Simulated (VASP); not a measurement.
# WC4 with TPSS + D4: from relaxation to properties, part 4 of 4

What structure does WC4 take at this level, and what are its properties? The cell is invented: other elements were put on sites of a known structure type. It may not be a known or stable phase.

VASP 6.6.1; TPSS with D4; plane waves and PAW (W, C); invented cell.

So far. Step 5 (Single point with fields (TPSS + D4)): In this run the pressure is 0.06 GPa, small enough to go on. Step 6 (Bands along the symmetry lines (TPSS + D4)): There is no gap at this level. The relaxed cell has a, b, c = 2.604, 4.431, 7.248 Å (conventional setting).

## 7. Density of states (TPSS + D4)

Here the states are counted by energy and projected on the atoms. The mesh is finer than in the run before.

The input, INCAR:

```
SYSTEM = WC4
PREC = Accurate
ENCUT = 520
EDIFF = 1E-06
NELM = 100
ISMEAR = -5
SIGMA = 0.05
LREAL = .FALSE.
ALGO = Normal
METAGGA = TPSS
IVDW = 13
LASPH = .TRUE.
NBANDS = 26
LORBIT = 11
LWAVE = .FALSE.
LCHARG = .FALSE.
KPAR = 2
NEDOS = 2001
```

The input, POSCAR:

```
WC4
1.0
   -1.3020519941      3.6240980306      2.2157383909
    1.3020519941     -3.6240980306      2.2157383909
    1.3020519941      3.6240980306     -2.2157383909
W C
1 4
Direct
    0.0000000000      0.0000000000      0.0000000000
    0.0897300464      0.3346897614      0.7550402950
    0.9102699536      0.6653102386      0.2449597050
    0.4203505335      0.6653102386      0.7550402950
    0.5796494665      0.3346897614      0.2449597050
```

The input, KPOINTS:

```
Automatic mesh
0
Gamma
12 12 12
0 0 0
```

The projector-augmented-wave data sets are W and C (PBE family, release 64).

Launch:

```sh
$ mpirun -np 2 vasp_std
```

Log:

```text
[... set-up lines as in an earlier step ...]
 entering main loop
       N       E                     dE             d eps       ncg     rms          rms(c)
DAV:   1     0.729936979010E+02    0.72994E+02   -0.10833E+04 14568   0.834E+02
DAV:   2    -0.375561164451E+02   -0.11055E+03   -0.10422E+03 18116   0.218E+02
DAV:   3    -0.424886299802E+02   -0.49325E+01   -0.48661E+01 18658   0.390E+01
DAV:   4    -0.425251795089E+02   -0.36550E-01   -0.36474E-01 17804   0.387E+00
DAV:   5    -0.425254565397E+02   -0.27703E-03   -0.27636E-03 18384   0.314E-01    0.269E+01
DAV:   6    -0.517906918532E+02   -0.92652E+01   -0.28317E+01 15038   0.407E+01    0.115E+01
DAV:   7    -0.515533811149E+02    0.23731E+00   -0.91882E-01 17384   0.501E+00    0.623E+00
DAV:   8    -0.515207091950E+02    0.32672E-01   -0.25202E-01 17924   0.257E+00    0.385E+00
DAV:   9    -0.515322933539E+02   -0.11584E-01   -0.74681E-02 19096   0.131E+00    0.808E-01
DAV:  10    -0.515215283381E+02    0.10765E-01   -0.16835E-02 17970   0.656E-01    0.446E-01
DAV:  11    -0.515220254336E+02   -0.49710E-03   -0.48237E-03 17114   0.328E-01    0.104E-01
DAV:  12    -0.515218793738E+02    0.14606E-03   -0.45471E-04 16652   0.118E-01    0.303E-02
DAV:  13    -0.515219083111E+02   -0.28937E-04   -0.49195E-05 16402   0.341E-02    0.198E-02
DAV:  14    -0.515219167729E+02   -0.84618E-05   -0.13264E-05 16236   0.184E-02    0.130E-02
DAV:  15    -0.515219177054E+02   -0.93247E-06   -0.22038E-06 16534   0.795E-03
   1 F= -.53492135E+02 E0= -.53492135E+02  d E =0.000000E+00
 -----------------------------------------------------------------------------
|                                                                             |
|           W    W    AA    RRRRR   N    N  II  N    N   GGGG   !!!           |
|           W    W   A  A   R    R  NN   N  II  NN   N  G    G  !!!           |
|           W    W  A    A  R    R  N N  N  II  N N  N  G       !!!           |
|           W WW W  AAAAAA  RRRRR   N  N N  II  N  N N  G  GGG   !            |
|           WW  WW  A    A  R   R   N   NN  II  N   NN  G    G                |
|           W    W  A    A  R    R  N    N  II  N    N   GGGG   !!!           |
|                                                                             |
|     Tetrahedron method does not include variations of the Fermi             |
|     occupations, so forces and stress will be inaccurate. We suggest        |
|     using a different smearing scheme ISMEAR = 1 or 2 for metals in         |
|     relaxations.                                                            |
|                                                                             |
 -----------------------------------------------------------------------------
```

The job ended after 6.2 min (2 MPI ranks of Intel Xeon 6975P-C (Granite Rapids), shared host; peak memory 0.77 GiB; 12 min of CPU time).

Parts of OUTCAR (step 7):

```text
   k-points           NKPTS =    280   k-points in BZ     NKDIM =    280   number of bands    NBANDS=     26

   NELECT =      22.0000    total number of electrons

 E-fermi :   9.8309

 k-point     1 :       0.0000    0.0000    0.0000
  band No.  band energies     occupation
    ...
      6       2.3394      2.00000
      7       3.5442      2.00000
      8       3.7096      2.00000
      9       4.0685      2.00000
     10       5.0415      2.00000
     11      10.7991      0.00000
     12      11.4091      0.00000
     13      11.8162      0.00000
     14      12.1176      0.00000
     15      12.3140      0.00000
    ...

  DFT-D4 for vdW energy calculation

  Edisp (eV):   -1.97022

  Total       0.14056    -0.28315     0.12891     0.00000     0.00000     0.00000
  in kB       5.38476   -10.84723     4.93840     0.00000     0.00000     0.00000
  external pressure =       -0.17 kB  Pullay stress =        0.00 kB

 POSITION                                       TOTAL-FORCE (eV/Angst)
 -----------------------------------------------------------------------------------
      0.00000      0.00000      0.00000         0.000000      0.000000      0.000000
      1.30205      1.84858     -0.73257         0.000000     -0.064462      0.018123
     -0.00000      1.77552      2.94831        -0.000000      0.064462     -0.018123
      1.30205      1.84858      0.73257         0.000000     -0.064462     -0.018123
     -0.00000      1.77552      1.48317        -0.000000      0.064462      0.018123
 -----------------------------------------------------------------------------------
    total drift:                                0.000000      0.000000      0.000000

  FREE ENERGIE OF THE ION-ELECTRON SYSTEM (eV)
  ---------------------------------------------------
  free  energy   TOTEN  =       -53.4921351473 eV

  energy  without entropy=      -53.4921351473  energy(sigma->0) =      -53.49213515

[... 6 parts as in an earlier step ...]

[... 10 further parts left out ...]
```

With tetrahedra the forces and stress of a metal are not exact derivatives of the energy.

This step gave:

* irreducible k-points: 280
* free energy (TOTEN): -53.4921 eV
* Fermi energy: 9.831 eV
* pressure: -0.01747 GPa
* DOS at the Fermi level: 1.135 states/eV/cell

The density of states has structure finer than the step of the table below, so its rows give means over 0.5 eV, whole bins alone (the curve runs from -12.0 to 4.22 eV). Peaks (eV: height): total -8.43: 2.34, 1.20: 2.57, 3.00: 2.84, 3.56: 2.48; W d -1.35: 1.23, 0.16: 1.55, 1.20: 1.70, 1.85: 1.16; C p -9.40: 1.27, -8.43: 1.13, -6.81: 0.898, 3.00: 0.719; W s -10.69: 0.0947, -5.59: 0.0841, 2.42: 0.151, 3.52: 0.108; C s -11.84: 0.130, -9.81: 0.0952, 3.00: 0.236, 3.61: 0.245.

States under -12.0 eV and over 4.2 eV are left out. Density of states against energy, zero at the Fermi level; means over each step; values in states/eV/cell:

| energy (eV) | total | W d | C p | W s | C s |
| --- | --- | --- | --- | --- | --- |
| -11.5 | 1.08 | 0.0608 | 0.511 | 0.0552 | 0.110 |
| -11.0 | 1.30 | 0.0741 | 0.633 | 0.0664 | 0.0966 |
| -10.5 | 1.46 | 0.106 | 0.731 | 0.0733 | 0.0850 |
| -10.0 | 1.72 | 0.137 | 0.906 | 0.0660 | 0.0767 |
| -9.5 | 2.01 | 0.125 | 1.10 | 0.0530 | 0.0690 |
| -9.0 | 1.66 | 0.121 | 0.869 | 0.0423 | 0.0444 |
| -8.5 | 2.05 | 0.221 | 0.994 | 0.0435 | 0.0459 |
| -8.0 | 1.88 | 0.268 | 0.890 | 0.0331 | 0.0395 |
| -7.5 | 1.21 | 0.150 | 0.623 | 0.0204 | 0.0195 |
| -7.0 | 1.35 | 0.159 | 0.691 | 0.0179 | 0.0130 |
| -6.5 | 1.32 | 0.179 | 0.624 | 0.0121 | 0.00866 |
| -6.0 | 0.427 | 0.103 | 0.151 | 0.00552 | 0.00235 |
| -5.5 | 1.42 | 0.819 | 0.276 | 0.0631 | 0.00693 |
| -5.0 | 1.09 | 0.559 | 0.235 | 0.0280 | 0.00523 |
| -4.5 | 0.830 | 0.451 | 0.158 | 0.0225 | 0.00421 |
| -4.0 | 0.637 | 0.364 | 0.0992 | 0.0178 | 0.00373 |
| -3.5 | 0.484 | 0.262 | 0.0745 | 0.0140 | 0.00370 |
| -3.0 | 0.661 | 0.301 | 0.135 | 0.0254 | 0.00545 |
| -2.5 | 1.34 | 0.611 | 0.286 | 0.0460 | 0.0108 |
| -2.0 | 1.24 | 0.649 | 0.220 | 0.0366 | 0.0136 |
| -1.5 | 1.48 | 0.910 | 0.185 | 0.0213 | 0.0399 |
| -1.0 | 1.42 | 0.939 | 0.173 | 0.0147 | 0.0178 |
| -0.5 | 0.895 | 0.599 | 0.118 | 0.00603 | 0.00701 |
| 0.0 | 1.40 | 0.928 | 0.196 | 0.0206 | 0.0212 |
| 0.5 | 1.60 | 1.02 | 0.234 | 0.0275 | 0.0322 |
| 1.0 | 2.11 | 1.39 | 0.271 | 0.0450 | 0.0564 |
| 1.5 | 1.60 | 0.950 | 0.248 | 0.0524 | 0.0469 |
| 2.0 | 1.65 | 0.935 | 0.258 | 0.0580 | 0.0614 |
| 2.5 | 1.81 | 0.600 | 0.361 | 0.131 | 0.129 |
| 3.0 | 2.29 | 0.629 | 0.562 | 0.107 | 0.200 |
| 3.5 | 2.13 | 0.550 | 0.533 | 0.0939 | 0.208 |

Force by atom:

| atom | x (eV/Å) | y (eV/Å) | z (eV/Å) | size |
| --- | --- | --- | --- | --- |
| W1 | 0.0000 | 0.0000 | 0.0000 | 0.0000 |
| C2 | 0.0000 | -0.0645 | 0.0181 | 0.0670 |
| C3 | 0.0000 | 0.0645 | -0.0181 | 0.0670 |
| C4 | 0.0000 | -0.0645 | -0.0181 | 0.0670 |
| C5 | 0.0000 | 0.0645 | 0.0181 | 0.0670 |

The finer mesh and the other smearing move the Fermi level by -0.03 eV from the 8×8×8 run, a small shift, which tests the Fermi level alone. Of the states within 0.3 eV of the Fermi level, the largest shares in the PAW spheres are W d 66 % and C p 14 %. The rest lies in smaller channels or between the spheres.

## 8. Zone-centre phonons (TPSS + D4)

Zone-centre modes test whether the atoms sit at a minimum within this cell. IBRION = 6 takes the force constants from differences of forces between displaced cells, so the forces must be tight.

The input, INCAR:

```
SYSTEM = WC4
PREC = Accurate
ENCUT = 520
EDIFF = 1E-08
NELM = 100
ISMEAR = 1
SIGMA = 0.2
LREAL = .FALSE.
ALGO = Normal
METAGGA = TPSS
IVDW = 13
LASPH = .TRUE.
NBANDS = 17
LORBIT = 11
LWAVE = .FALSE.
LCHARG = .FALSE.
KPAR = 2
IBRION = 6
NFREE = 2
POTIM = 0.015
ISIF = 2
NSW = 1
```

POSCAR is that of step 7.

The input, KPOINTS:

```
Automatic mesh
0
Gamma
13 13 13
0 0 0
```

Launch:

```sh
$ mpirun -np 2 vasp_std
```

Log:

```text
[... set-up lines as in an earlier step ...]
 entering main loop
       N       E                     dE             d eps       ncg     rms          rms(c)
DAV:   1     0.951977311802E+02    0.95198E+02   -0.11639E+04 11734   0.127E+03
DAV:   2    -0.360261279898E+02   -0.13122E+03   -0.12816E+03 15358   0.314E+02
DAV:   3    -0.424403813836E+02   -0.64143E+01   -0.62970E+01 16148   0.629E+01
DAV:   4    -0.425108573922E+02   -0.70476E-01   -0.70221E-01 15334   0.711E+00
[...]
DAV:  16    -0.515184489495E+02   -0.23926E-06   -0.19600E-07 15505   0.321E-03    0.123E-03
DAV:  17    -0.515184490154E+02   -0.65823E-07   -0.16711E-08 12804   0.105E-03    0.569E-04
DAV:  18    -0.515184490242E+02   -0.88110E-08   -0.29030E-09  9085   0.398E-04
   1 F= -.53488666E+02 E0= -.53489022E+02  d E =0.106768E-02
[... from here on, the cycles between the ionic steps are left out ...]
   2 F= -.53488197E+02 E0= -.53488547E+02  d E =0.105086E-02
   3 F= -.53488197E+02 E0= -.53488547E+02  d E =0.105087E-02
   4 F= -.53486678E+02 E0= -.53487044E+02  d E =0.109905E-02
   5 F= -.53486678E+02 E0= -.53487044E+02  d E =0.109905E-02
   6 F= -.53487797E+02 E0= -.53488157E+02  d E =0.107984E-02
   7 F= -.53487797E+02 E0= -.53488157E+02  d E =0.107984E-02
   8 F= -.53484516E+02 E0= -.53484878E+02  d E =0.108530E-02
   9 F= -.53484516E+02 E0= -.53484878E+02  d E =0.108530E-02
  10 F= -.53487603E+02 E0= -.53487973E+02  d E =0.110998E-02
 Finite differences progress:
  Degree of freedom:   5/  6
  Displacement:        1/  2
  Total:               9/ 12
[...]
N       E                     dE             d eps       ncg     rms          rms(c)
DAV:   1    -0.515161027893E+02    0.12309E-02   -0.17128E+00 20238   0.976E+00    0.239E-01
DAV:   2    -0.515190492033E+02   -0.29464E-02   -0.13410E-02 29161   0.108E+00    0.152E-01
DAV:   3    -0.515188322848E+02    0.21692E-03   -0.15598E-03 26243   0.287E-01    0.353E-02
DAV:   4    -0.515188520820E+02   -0.19797E-04   -0.18160E-04 27106   0.936E-02    0.202E-02
 hard stop encountered!  aborting job ...
 -----------------------------------------------------------------------------
|                                                                             |
|           W    W    AA    RRRRR   N    N  II  N    N   GGGG   !!!           |
|           W    W   A  A   R    R  NN   N  II  NN   N  G    G  !!!           |
|           W    W  A    A  R    R  N N  N  II  N N  N  G       !!!           |
|           W WW W  AAAAAA  RRRRR   N  N N  II  N  N N  G  GGG   !            |
|           WW  WW  A    A  R   R   N   NN  II  N   NN  G    G                |
|           W    W  A    A  R    R  N    N  II  N    N   GGGG   !!!           |
|                                                                             |
|     The electronic self-consistency was not achieved in the given           |
|     number of steps (NELM). The forces and other quantities evaluated       |
|     might not be reliable so examine the results carefully. If you find     |
|     spurious results, we suggest increasing NELM, if you were close to      |
|     convergence or switching to a different ALGO or adjusting the           |
|     density mixing parameters otherwise.                                    |
|                                                                             |
 -----------------------------------------------------------------------------

 soft stop encountered!  aborting job ...
```

The job ended after 51 min (2 MPI ranks).

The run was stopped at its time limit, by a STOPCAR file.

More ranks or a longer limit would be the way on.

## 9. Summary of results

- relaxed volume: 8.364 Å³/atom
- relaxed conventional cell a, b, c: 2.604, 4.431, 7.248 Å
- space group after relaxing, within 0.02 Å: Immm (No. 71)
- band gap: none, a metal
- DOS at the Fermi level: 1.14 states/eV/cell

What this shows: With TPSS + D4, WC4 relaxes to 8.364 Å³/atom in space group Immm (held by the symmetry of the run) and comes out as a metal. Not obtained: zone-centre phonons (TPSS + D4), because the run hit its time limit. Bands along the symmetry lines (TPSS + D4): Of the bands kept, 2 cross the Fermi level on this path. Spin-orbit coupling is left out, and with elements this heavy it would split and shift bands near the Fermi level. No search among competing phases was made. All values are for a static lattice at zero temperature.

[Lines on the potential files, build, host, timing and source positions are cut from VASP's logs without a mark.]

[Logs are printed without paths, hosts, clocks, repeated set-up lines and the standing remarks that a program may print on its own settings, such as how far it seeks lower states.]

[Hosts, paths, dates, database ids (printed as entryN), source tags and the programs' standing remarks are cut or masked in the printed files.]

[A measured line is paired with the nearest computed mode of its activity, which favours agreement.]
